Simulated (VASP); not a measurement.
An input for Ansatz (written as the equivalent of a VASP run, and not itself run):

Ansatz 0.2 input:
```yaml
crystal:
  lattice:
    - [3.2190050, 0.0000000, 0.0000000]
    - [-1.6095020, 2.7877390, 0.0000000]
    - [0.0000000, 0.0000000, 10.3571670]
  atoms:
    - { symbol: Sc, position: [0.0000000, 0.0000000, 0.0000000] }
    - { symbol: Sc, position: [0.0000000, 0.0000000, 0.5000000] }
    - { symbol: Sc, position: [0.3333330, 0.6666670, 0.2500000] }
    - { symbol: Sc, position: [0.6666670, 0.3333330, 0.7500000] }
kpoints:
  mp_grid: { grid: [3, 3, 1] }
hamiltonian:
  xc: pbe
  pseudopotentials: { kind: paw }
scf:
  occupations: { method: fermi_dirac, width: 0.05 }
  max_iter: 100
output: { forces: true, stress: true, eigenvalues: true }
```

Task: Translate this input to VASP (INCAR, KPOINTS, POSCAR, choice of POTCAR).

Result: This is not unique; one that fits is 
File KPOINTS:
```
Automatic
0
gamma
  3 3 1
0 0 0
```

### INCAR
```
ALGO  =  Normal
EDIFF  =  1E-6
ENCUT  =  300
GGA  =  PE
ISIF  =  2
ISMEAR  =  -1
LASPH  =  .True.
LCHARG  =  .False.
LMAXMIX  =  4
LREAL  =  .False.
LWAVE  =  .False.
NELM  =  100
PREC  =  Accurate
SIGMA  =  0.05
SYSTEM  =  Sc
```

**POSCAR**
```
Sc
3.2190050
  1.0000000000   0.0000000000   0.0000000000
 -0.4999998447   0.8660250605   0.0000000000
  0.0000000000   0.0000000000   3.2175057199
Sc
4
Cartesian
  0.0000000000   0.0000000000   0.0000000000
  0.0000000000   0.0000000000   1.6087528600
 -0.0000003964   0.5773503290   0.8043764300
  0.5000005518   0.2886747315   2.4131292900
```

POTCAR, in this order: Sc_sv (PBE.64 set). Program: vasp_std.

The two are equivalent in intent, not identical: each code has its own PAW files, so the cut-off isn't converted (ENCUT is set for VASP's; basis.ecutwfc is left out, and Ansatz then takes the one that its files recommend); Ansatz stops its SCF on the density residual and VASP on the energy change (EDIFF).

The structure was generated: Sc was put into an ordered model structure, which need not be its known phase. The cell was not relaxed at this level. The k-mesh is coarse (spacing up to 0.75 per Å, 2π included), so the numbers may not be converged in it. The run is one of a series of settings (KPOINTS 3×3×1 Γ-centred mesh against the base run), some of them coarse on purpose.
